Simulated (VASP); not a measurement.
# The defect Pt_Cd in Na2CdCl4 (Pbam), part 5 of 6

Wanted: what the defect Pt_Cd costs in Na2CdCl4 (Pbam) and how the lattice relaxes round it. The start is a computed cell from the Materials Project.

VASP 6.6.1, plane waves and PAW; the level of theory is named at each step.

So far. Step 6 (Reference Pt): The run ended after 3 ionic steps, 0.000 eV below its first step, once forces and stress met EDIFFG = -0.02. Step 6 (Reference Pt): Energy at zero smearing: -6.97077 eV.

### Step 8. Going on with the relaxation

Level of this step: PBEsol; plane waves and PAW (Na, Cd, Cl, Pt) (VASP).

The relaxation goes on from where it stopped.

Input file INCAR:

```
SYSTEM = Na12Cd5PtCl24
PREC = Normal
ENCUT = 300
EDIFF = 1E-05
NELM = 120
ISMEAR = 0
SIGMA = 0.05
LREAL = Auto
ALGO = Fast
GGA = PS
LORBIT = 11
LWAVE = True
LCHARG = .TRUE.
NCORE = 4
IBRION = 2
NSW = 50
ISIF = 2
EDIFFG = -0.03
POTIM = 0.25
MAXMIX = 40
ISYM = 0
```

Input file POSCAR:

```
Na12Cd5PtCl24
1.0
    6.9373495641      0.0000000000      0.0000000000
    0.0000000000     11.8375573621      0.0000000000
    0.0000000000      0.0000000000     11.6979441987
Na Cd Cl Pt
12 5 24 1
Direct
    0.0910241455      0.6781817237      0.1644421021
    0.9087207960      0.3216918987      0.1691654744
    0.4092117440      0.1805320476      0.1660084408
    0.5904359384      0.8183574963      0.1679914106
    0.0918220595      0.6808682699      0.4986269089
    0.8997009089      0.3071944313      0.4939371518
    0.4001214739      0.1869074360      0.4983436580
    0.5896827068      0.8172248648      0.4989849010
    0.1005276794      0.6921323124      0.8396293991
    0.9083571273      0.3180071191      0.8356318281
    0.4102839403      0.1829653519      0.8348681851
    0.6007372964      0.8128468954      0.8359816702
    0.5357125389      0.5032783590      0.0011921944
    0.9980978945      0.0040044414      0.0016900882
    0.4639164913      0.4964833541      0.3310912609
    0.0015299833      0.9955911394      0.3329358004
    0.0000995663      0.9999484413      0.6675659148
    0.7458815669      0.5427884340      0.1861219155
    0.2528639714      0.4570306075      0.1466634475
    0.1243980929      0.2061181126      0.9970313523
    0.8794021219      0.8002737795      0.0043818851
    0.6264624467      0.2890679893      0.0032819693
    0.3885245820      0.7052686838      0.9991606567
    0.2501684352      0.9567822701      0.1649285332
    0.7494103806      0.0426400634      0.1696585968
    0.6930797706      0.5413631212      0.5131238327
    0.1725373045      0.4627031078      0.4582991574
    0.1204460106      0.1990348851      0.3295487386
    0.8750692848      0.7935795311      0.3366984633
    0.6112068993      0.2943718347      0.3343561107
    0.3723356582      0.7106439862      0.3308086349
    0.2506824363      0.9552016620      0.5035119400
    0.7512493185      0.0471731416      0.5031191474
    0.8279172852      0.5363316301      0.8749691875
    0.3066033045      0.4584996528      0.8196892969
    0.1222243231      0.2071565945      0.6675075277
    0.8787572762      0.7925627655      0.6664126640
    0.6152558955      0.3170628576      0.6663709942
    0.3855790278      0.6828679642      0.6675857838
    0.2484134625      0.9531366603      0.8319233402
    0.7487138544      0.0442641882      0.8309867955
    0.4993938199      0.4999324849      0.6665947299
```

Input file KPOINTS:

```
Automatic mesh
0
Gamma
2 1 1
0 0 0
```

PAW data sets: Na, Cd, Cl and Pt (PBE family, release 64).

Command:

```
$ mpirun -np 4 vasp_std
```

The log of the run:

```text
[... set-up lines as in an earlier step ...]
 entering main loop
       N       E                     dE             d eps       ncg     rms          rms(c)
DAV:   1     0.154208027424E+04    0.15421E+04   -0.79878E+04   600   0.928E+02
DAV:   2     0.265511870054E+02   -0.15155E+04   -0.14779E+04   748   0.254E+02
DAV:   3    -0.137675078225E+03   -0.16423E+03   -0.16265E+03   696   0.877E+01
DAV:   4    -0.144326511674E+03   -0.66514E+01   -0.66174E+01   696   0.199E+01
DAV:   5    -0.144653133119E+03   -0.32662E+00   -0.32641E+00   720   0.435E+00    0.246E+01
RMM:   6    -0.138554457444E+03    0.60987E+01   -0.13802E+01   600   0.729E+00    0.190E+01
RMM:   7    -0.138067761466E+03    0.48670E+00   -0.67615E+00   600   0.442E+00    0.805E+00
RMM:   8    -0.138067636897E+03    0.12457E-03   -0.58060E-01   625   0.193E+00    0.199E+00
RMM:   9    -0.138062757722E+03    0.48792E-02   -0.17709E-01   606   0.103E+00    0.450E-01
RMM:  10    -0.138068336161E+03   -0.55784E-02   -0.55801E-02   798   0.509E-01    0.296E-01
RMM:  11    -0.138069486993E+03   -0.11508E-02   -0.48315E-03   633   0.153E-01    0.184E-01
RMM:  12    -0.138070175824E+03   -0.68883E-03   -0.19865E-03   601   0.946E-02    0.843E-02
RMM:  13    -0.138070178778E+03   -0.29533E-05   -0.49730E-04   679   0.436E-02    0.317E-02
RMM:  14    -0.138070208295E+03   -0.29517E-04   -0.14345E-04   551   0.252E-02    0.167E-02
RMM:  15    -0.138070219692E+03   -0.11397E-04   -0.67991E-05   488   0.149E-02    0.911E-03
RMM:  16    -0.138070222255E+03   -0.25630E-05   -0.18044E-05   366   0.860E-03
   1 F= -.13807022E+03 E0= -.13807022E+03  d E =-.138070E+03
 curvature:   0.00 expect dE= 0.000E+00 dE for cont linesearch  0.000E+00
 trial: gam= 0.00000 g(F)=  0.742E-03 g(S)=  0.000E+00 ort = 0.000E+00 (trialstep = 0.100E+01)
 search vector abs. value=  0.742E-03
 bond charge predicted
       N       E                     dE             d eps       ncg     rms          rms(c)
DAV:   1    -0.138070687933E+03   -0.46824E-03   -0.55903E-02   608   0.430E-01    0.119E-01
RMM:   2    -0.138070783677E+03   -0.95744E-04   -0.11906E-03   600   0.834E-02    0.321E-02
RMM:   3    -0.138070820256E+03   -0.36578E-04   -0.35968E-04   657   0.399E-02    0.362E-02
RMM:   4    -0.138070820272E+03   -0.16196E-07   -0.28454E-05   373   0.110E-02
   2 F= -.13807082E+03 E0= -.13807082E+03  d E =-.598017E-03
[... from here on, the cycles between the ionic steps are left out ...]
   3 F= -.13807117E+03 E0= -.13807117E+03  d E =-.952203E-03
   4 F= -.13807170E+03 E0= -.13807170E+03  d E =-.529156E-03
   5 F= -.13807273E+03 E0= -.13807273E+03  d E =-.155895E-02
   6 F= -.13807254E+03 E0= -.13807254E+03  d E =-.137008E-02
   7 F= -.13807298E+03 E0= -.13807298E+03  d E =-.180060E-02
   8 F= -.13807344E+03 E0= -.13807344E+03  d E =-.469506E-03
   9 F= -.13807430E+03 E0= -.13807430E+03  d E =-.132356E-02
  10 F= -.13807446E+03 E0= -.13807446E+03  d E =-.148456E-02
 curvature:  -6.83 expect dE=-0.198E-02 dE for cont linesearch -0.235E-06
 trial: gam= 0.47758 g(F)=  0.291E-03 g(S)=  0.000E+00 ort = 0.803E-05 (trialstep = 0.163E+01)
 search vector abs. value=  0.726E-03
 bond charge predicted
       N       E                     dE             d eps       ncg     rms          rms(c)
DAV:   1    -0.138074587958E+03   -0.13513E-03   -0.77143E-02   624   0.593E-01    0.176E-01
RMM:   2    -0.138074831655E+03   -0.24370E-03   -0.23351E-03   600   0.128E-01    0.205E-01
RMM:   3    -0.138074906730E+03   -0.75075E-04   -0.70150E-04   708   0.615E-02    0.207E-01
RMM:   4    -0.138074895592E+03    0.11138E-04   -0.79623E-05   515   0.202E-02    0.170E-01
RMM:   5    -0.138074881340E+03    0.14252E-04   -0.21696E-05   389   0.101E-02    0.137E-01
RMM:   6    -0.138074872224E+03    0.91161E-05   -0.26258E-05   383   0.971E-03
  11 F= -.13807487E+03 E0= -.13807487E+03  d E =-.412600E-03
 trial-energy change:   -0.000413  1 .order   -0.000389   -0.000482   -0.000296
 step:   4.2301(harm=  4.2301)  dis= 0.00509  next Energy=  -138.075083 (dE=-0.623E-03)
 reached required accuracy - stopping structural energy minimisation
 writing wavefunctions
```

Elapsed: 5.4 min, on 4 MPI ranks of AMD EPYC 7R43, shared host; peak memory 0.59 GiB; 21 min of CPU time.

Parts of OUTCAR (step 8):

```text
   NELECT =     250.0000    total number of electrons

 E-fermi :   1.6677

 k-point     1 :       0.0000    0.0000    0.0000
  band No.  band energies     occupation
    ...
    121       0.1010      2.00000
    122       0.7588      2.00000
    123       0.9596      2.00000
    124       1.0736      2.00000
    125       1.3733      2.00000
    126       3.3882      0.00000
    127       3.8567      0.00000
    128       4.8862      0.00000
    129       4.9199      0.00000
    130       5.0126      0.00000
    ...

  Total        0.1752840     -2.5956263      1.1363360      1.1802722      0.6933564      0.4816462
  in kB        0.2923396     -4.3289994      1.8951872      1.9684643      1.1563836      0.8032920
  external PRESSURE =      -0.7138242 kB  Pullay stress =       0.0000000 kB

 POSITION                                       TOTAL-FORCE (eV/Angst)
 -----------------------------------------------------------------------------------
      0.62770      8.01414      1.92483        -0.005757     -0.000343     -0.005109
      6.30941      3.82041      1.98190         0.006565      0.002156      0.002852
      2.83992      2.14172      1.93912        -0.000457     -0.002079      0.004147
      4.09508      9.68577      1.96960         0.000713      0.002084     -0.003749
      0.62759      8.05587      5.83827        -0.004267     -0.000260     -0.002265
      6.22501      3.64450      5.78756         0.005915     -0.001956     -0.003139
      2.77018      2.20737      5.83279        -0.003148     -0.009723     -0.005992
      4.09121      9.65232      5.83949        -0.000865     -0.013796      0.001452
      0.71131      8.18675      9.81411        -0.004783      0.002063      0.003714
      6.30601      3.77117      9.76524         0.002015      0.000164      0.002735
      2.84483      2.18468      9.76553        -0.000211      0.010832      0.001382
      4.17046      9.62757      9.76975        -0.000272      0.008892      0.008375
      3.71938      5.96132      0.02138         0.001440      0.003090     -0.005760
      6.92825      0.04402      0.01414         0.006440     -0.005352      0.003409
      3.21520      5.87253      3.87443         0.007960      0.003651      0.002406
      0.00629     11.78691      3.89876        -0.003131      0.003903     -0.005876
      0.00122     11.83613      7.80568         0.000326     -0.000055      0.006875
      5.17988      6.43308      2.18335        -0.015851     -0.000137      0.009808
      1.75458      5.40514      1.71739         0.011550     -0.002770     -0.009805
      0.86905      2.43785     11.66515        -0.002628     -0.003900     -0.007992
      6.09921      9.47179      0.04479         0.004649      0.000450     -0.002741
      4.35101      3.42523      0.03750         0.008704      0.015181      0.001150
      2.69262      8.35082     11.68634         0.011101     -0.016372      0.001781
      1.73285     11.32444      1.93534        -0.001213      0.002367      0.001658
[...]
-----------------------------------------------------------------------------------
    total drift:                               -0.010309     -0.010057     -0.040404

  FREE ENERGIE OF THE ION-ELECTRON SYSTEM (eV)
  ---------------------------------------------------
  free  energy   TOTEN  =      -138.0748722242 eV

  energy  without entropy=     -138.0748722242  energy(sigma->0) =     -138.07487222

[... 6 parts as in an earlier step ...]

[... 5 further parts left out ...]
```

The steps of the relaxation:

| step | energy less that of the first step (eV) | largest force (eV/Å) |
| --- | --- | --- |
| 1 | 0.0000 | 0.1018 |
| 2 | -0.0006 | 0.0395 |
| 3 | -0.0010 | 0.0705 |
| 4 | -0.0015 | 0.0384 |
| 5 | -0.0025 | 0.0508 |
| 6 | -0.0023 | 0.1672 |
| 7 | -0.0028 | 0.0729 |
| 8 | -0.0032 | 0.0544 |
| 9 | -0.0041 | 0.0564 |
| 10 | -0.0042 | 0.0588 |
| 11 | -0.0046 | 0.0199 |

The atoms that moved most (Å):

| atom | dx | dy | dz | length |
| --- | --- | --- | --- | --- |
| Na8 | 0.000 | -0.022 | 0.002 | 0.022 |
| Na6 | -0.017 | 0.008 | 0.010 | 0.021 |
| Na11 | -0.001 | 0.019 | -0.001 | 0.019 |
| Na9 | 0.014 | -0.006 | -0.008 | 0.017 |
| Cl27 | -0.010 | 0.001 | -0.013 | 0.016 |
| Cl34 | 0.009 | 0.001 | 0.013 | 0.016 |
| Cl40 | 0.002 | -0.014 | -0.007 | 0.016 |
| Na1 | -0.004 | -0.014 | 0.001 | 0.014 |

Numbers from this step:

- electronic cycles: 73
- electrons: 250
- free energy (TOTEN): -138.0749 eV
- Fermi energy: 1.668 eV

Valence density in the ab plane at fractional z = 0.667, through the centre, with atoms of Cd and Cl and Pt within 0.45 Å of it. It is the smooth field of the valence electrons, not physical close to the nuclei.

Values in e/Å³, 13 rows by 16 columns, each cell a mean:
```
3.8 1.7 0.3 0.1 0.0 0.0 0.0 0.0 0.0 0.0 0.0 0.0 0.1 0.2 0.8 3.0
0.3 0.1 0.0 0.0 0.0 0.0 0.0 0.0 0.0 0.0 0.0 0.1 0.3 0.6 0.8 0.6
0.6 0.1 0.0 0.0 0.1 0.1 0.2 0.1 0.1 0.0 0.1 0.3 1.0 1.5 1.1 1.5
0.2 0.1 0.1 0.2 0.6 1.2 1.2 1.2 0.5 0.1 0.1 0.1 0.4 0.8 0.9 0.7
0.0 0.0 0.0 0.2 0.7 1.3 1.2 1.3 0.6 0.2 0.1 0.0 0.0 0.0 0.1 0.0
0.0 0.0 0.0 0.0 0.1 0.3 0.7 1.0 1.2 0.9 0.3 0.1 0.0 0.0 0.0 0.0
0.0 0.0 0.0 0.0 0.1 0.4 1.4 2.6 2.9 2.0 0.7 0.2 0.0 0.0 0.0 0.0
0.0 0.0 0.0 0.0 0.0 0.1 0.4 0.8 0.8 0.8 0.6 0.3 0.1 0.0 0.0 0.0
0.1 0.1 0.1 0.1 0.0 0.0 0.1 0.4 1.2 1.3 1.3 1.3 0.4 0.1 0.0 0.0
0.7 1.2 1.2 0.9 0.3 0.1 0.1 0.2 0.7 1.1 1.1 0.7 0.2 0.1 0.1 0.2
1.0 1.4 1.2 1.3 0.5 0.1 0.0 0.0 0.1 0.1 0.1 0.0 0.0 0.0 0.1 0.3
0.5 0.5 0.4 0.3 0.1 0.0 0.0 0.0 0.0 0.0 0.0 0.0 0.0 0.0 0.1 0.3
5.5 2.4 0.4 0.1 0.0 0.0 0.0 0.0 0.0 0.0 0.0 0.0 0.1 0.2 1.2 4.3
```
Columns run along a (6.9 Å), rows up along b (11.8 Å). Atoms in or near the plane, at fractional coordinates: Cd at (0.00, 0.00), Cl at (0.12, 0.21), Cl at (0.88, 0.79), Cl at (0.61, 0.32), Cl at (0.39, 0.68), Pt at (0.50, 0.50).

The run ended after 11 ionic steps, 0.005 eV below its first step, once the forces on the free atoms met EDIFFG = -0.03.

The 6 first neighbours (Cl) lie 2.63 Å from the site on average (2.58 to 2.65) in the perfect crystal and 2.66 Å on average from the atom on it after the relaxation (+1.1 %, spread from 2.29 to 3.38 Å).

(Continued in part 6 of 6.)

[Lines on the potential files, build, host, timing and source positions are cut from VASP's logs without a mark.]

[Logs are printed without paths, hosts, clocks, repeated set-up lines and the standing remarks that a program may print on its own settings, such as how far it seeks lower states.]

[Hosts, paths, dates, database ids (printed as entryN), source tags and the programs' standing remarks are cut or masked in the printed files.]

[In band tables of VASP the shares of atoms and orbitals are scaled to a sum of 1 inside the atoms' spheres.]

[Runs that stopped without an error message from VASP are left out.]
